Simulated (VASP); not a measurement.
MgCdTe$_{2}$ (space group P-4m2): computed properties

Calculation: LDA (Ceperley-Alder, Perdew-Zunger), VASP's LDA PAW potentials (set 64) (plane waves; VASP).

space group: P-4m2 (115)
cell: a = b = 4.524 Å, c = 6.339 Å, α = β = γ = 90.00°
volume per atom: 32.44 Å³/atom
band gap (over mesh and band path): 1.47 eV
smallest direct gap (over mesh and band path): 1.47 eV
band-edge character without spin-orbit coupling: direct, Γ to Γ
band gap with spin-orbit coupling: 1.20 eV
density: 5.02 g/cm³
optical Γ-point spectrum: 41 (×2), 128, 144, 151 (×2), 252 (×2), 264 cm⁻¹

```
CdMgTe2
1.0
    4.52432     0.00000     0.00000
    0.00000     4.52432     0.00000
    0.00000     0.00000     6.33934
Mg Cd Te
1 1 2
Direct
  0.50000   0.50000   0.50000
  0.00000   0.00000   0.00000
  0.00000   0.50000   0.25431
  0.50000   0.00000   0.74569
```

Unless said otherwise, spin-orbit coupling is left out, though it shifts the bands of the heavy elements here.

The structure comes from a computed database's MgCdTe2 entry (P-4m2); how it stands against other phases isn't given here. It was relaxed first, which changed the volume by -6 %. Symmetry was kept, so distortions that lower it aren't found.
